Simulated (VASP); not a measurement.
Here is the system:

```yaml
crystal:
  lattice:
    - [0.00000, 3.00371, 3.00371]
    - [3.00371, 0.00000, 3.00371]
    - [3.00371, 3.00371, 0.00000]
  atoms:
    - { symbol: Ta, position: [0.75000, 0.75000, 0.75000] }
    - { symbol: Ta, position: [0.50000, 0.50000, 0.50000] }
```

Level of theory: PBEsol GGA, VASP's PBE PAW potentials (set 64) (plane waves; VASP). Numerical set-up: 400 eV cut-off, Gaussian smearing of 0.050 eV, potentials Ta_pv.

### Question
Give the energies of bands 7 to 14 at the high-symmetry points, in eV from the Fermi level.

### Answer

```json
[
 {"band": "7", "Γ": "-5.71", "X": "-2.08", "U": "-2.26", "L": "-3.17", "W": "-2.10"},
 {"band": "8", "Γ": "-1.06", "X": "-2.08", "U": "-1.74", "L": "-1.28", "W": "-2.10"},
 {"band": "9", "Γ": "-1.06", "X": "-0.95", "U": "-1.50", "L": "-0.93", "W": "-1.14"},
 {"band": "10", "Γ": "-0.27", "X": "-0.95", "U": "-0.71", "L": "-0.93", "W": "-1.14"},
 {"band": "11", "Γ": "-0.27", "X": "-0.25", "U": "-0.70", "L": "-0.36", "W": "0.67"},
 {"band": "12", "Γ": "-0.27", "X": "-0.25", "U": "1.05", "L": "-0.36", "W": "0.67"},
 {"band": "13", "Γ": "2.11", "X": "1.85", "U": "1.36", "L": "-0.04", "W": "0.95"},
 {"band": "14", "Γ": "2.11", "X": "1.85", "U": "1.72", "L": "3.33", "W": "0.95"}
]
```

It has no gap at this level: it comes out as a metal or semimetal.

The structure was generated: Ta was put into the diamond type (Fd-3m), which need not be its known phase. It was relaxed first, which changed the volume by +6 %.
